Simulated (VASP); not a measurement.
Data:

```
CELL_PARAMETERS angstrom
      2.84789     1.64423     4.69821
     -2.84789     1.64423     4.69821
      0.00000    -3.28845     4.69821
ATOMIC_POSITIONS crystal
  Tl 0.00000 0.00000 0.00000
  Tl 0.50000 0.50000 0.50000
  Rh 0.50000 0.00000 0.00000
  Rh 0.00000 0.50000 0.00000
  Rh 0.00000 0.00000 0.50000
  S  0.71972 0.71972 0.71972
  S  0.28028 0.28028 0.28028
```

All values below come from PBEsol GGA, VASP's PBE PAW potentials (set 64) (plane waves; VASP). Run with 300 eV cut-off, 5×5×5 Γ-centred mesh, Fermi-Dirac smearing of 0.10 eV, potentials Tl_d Rh_pv S.

Problem. Give the energies of bands 33 to 46 at the high-symmetry points, in eV from the Fermi level.

Solution. 
```csv
band,Γ,T,H2,L,S0,F
33,-1.80,-2.77,-2.42,-2.68,-2.64,-2.66
34,-1.80,-2.77,-2.17,-2.27,-1.95,-2.29
35,-1.06,-2.20,-1.75,-2.13,-1.91,-1.99
36,-1.06,-1.27,-1.56,-1.36,-1.58,-1.64
37,-0.88,-1.27,-1.43,-1.13,-1.41,-1.17
38,-0.65,-0.92,-1.17,-0.94,-1.19,-1.00
39,-0.65,-0.71,-0.80,-0.79,-0.87,-0.80
40,-0.57,-0.71,-0.56,-0.78,-0.47,-0.62
41,-0.42,0.53,-0.44,-0.42,-0.38,-0.38
42,-0.42,1.39,-0.31,0.39,-0.20,-0.37
43,0.53,1.39,0.73,1.28,0.51,0.68
44,0.97,1.53,1.05,1.43,1.19,1.49
45,1.16,1.53,2.84,1.82,2.89,2.29
46,1.16,2.46,3.91,3.05,3.61,3.84
```

It has no gap at this level: it comes out as a metal or semimetal.

The structure comes from a computed database's Tl2Rh3S2 entry (R-3m); how it stands against other phases isn't given here. The cell was not relaxed at this level. The electron count is odd and the run is not spin-polarised, which forces a metal.
